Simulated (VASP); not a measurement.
Set up this calculation in VASP 6.6.1, as the native input.

```
Task                   : relaxation of cell and atoms
Functional             : PBE
Dispersion             : D3(BJ)
Potentials or basis    : VASP PAW PBE potentials, release 64 (Sn_d, O)
Cutoff                 : 600 eV
k mesh                 : 8 × 8 × 6
Occupations            : gaussian, width 0.03 eV
Spin                   : no spin polarisation
Further INCAR settings : ALGO = Normal; EDIFF = 1e-07; IBRION = 2; EDIFFG = -0.005; NSW = 90; ISIF = 3
```

The structure of SnO lies in POSCAR:

```
SnO                                     
1.0
    3.8353846666      0.0000000000      0.0000000000
    0.0000000000      3.8353846666      0.0000000000
    0.0000000000      0.0000000000      4.7280469595
  Sn              O             
     2     2
Direct
     0.5000000000000000    0.0000000000000000    0.2459636666492525
     1.0000000000000000    0.5000000000000000    0.7540363333507476
     0.0000000000000000    0.0000000000000000    0.0000000000000000
     0.5000000000000000    0.5000000000000000    0.0000000000000000
```

The input as run:

INCAR

```
PREC = Accurate ; ENCUT = 600
EDIFF = 1E-7 ; ISMEAR = 0
SIGMA = 0.03 ; LREAL = F
LASPH = T ; NELM = 80
ALGO = Normal ; ISIF = 3
LWAVE = F ; LCHARG = F
GGA = PE ; IVDW = 12
IBRION = 2 ; NSW = 90
EDIFFG = -0.005 ; KPAR = 8
```

KPOINTS

```
Automatic mesh
0
Gamma
  8 8 6
```

Potentials or basis: VASP PAW PBE potentials, release 64 (Sn_d, O).

The run is started by

```sh
$ cat potpaw_PBE.64/Sn_d/POTCAR potpaw_PBE.64/O/POTCAR > POTCAR
$ mpirun -np 8 vasp_std > vasp.out
```

Results of the run:

| Item | Value |
| --- | --- |
| Pressure after relaxing | 0.0 GPa |
| Largest force after relaxing | 0.005 eV/Å |
| Band gap on the k mesh | none (metal or under the smearing width) |
| Dispersion energy per atom | -0.237 eV |

Caveat: the relaxation stopped at its first step, so nothing moved; pairwise dispersion overbinds metals, which lowers pressure and volume.

Run time: 22 s on 8 MPI ranks on Intel(R) Xeon(R) Platinum 8488C (Sapphire Rapids), on a shared host, peak memory 0.28 GiB a rank.
